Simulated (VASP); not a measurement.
Na3TeH, 5 atoms in the cell. Symmetry: Pm-3m, No. 221, cubic system. Conventional cell: a = 4.765 Å, b = 4.765 Å, c = 4.765 Å, α = 90.00°, β = 90.00°, γ = 90.00°. Na (site symmetry 4/mmm) is surrounded by 2 H at 2.38 Å. Te (site symmetry m-3m) has 12 Na at 3.37 Å as nearest neighbours. H (site symmetry m-3m) is surrounded by 6 Na at 2.38 Å. The cell was built by a generator and needn't be a form met in nature.

- Program: VASP 6.6.1
- Task: relaxation of cell and atoms
- Functional: PBE
- Potentials or basis: VASP PAW PBE potentials, release 64 (Na_pv, Te, H)
- Cutoff: 600 eV
- k mesh: 6 × 6 × 6
- Occupations: gaussian, width 0.03 eV
- Spin: no spin polarisation
- Further INCAR settings: ALGO = Normal; EDIFF = 1e-07; IBRION = 2; EDIFFG = -0.005; NSW = 90; ISIF = 3

Potentials or basis: VASP PAW PBE potentials, release 64 (Na_pv, Te, H).

Launch:

```bash
$ cat potpaw_PBE.64/Na_pv/POTCAR potpaw_PBE.64/Te/POTCAR potpaw_PBE.64/H/POTCAR > POTCAR
$ mpirun -np 1 vasp_std > vasp.out
```

Hardware: 1 thread of Intel(R) Xeon(R) Platinum 8259CL CPU @ 2.50GHz (Skylake/Cascade Lake), on a shared host.

Task: How long does it take, and how much memory?

Result: Run time: 60 s on 1 thread of Intel(R) Xeon(R) Platinum 8259CL CPU @ 2.50GHz (Skylake/Cascade Lake) (shared host), peak memory 0.27 GiB. Counts: scf iterations 19, k points 20, ion steps 2.
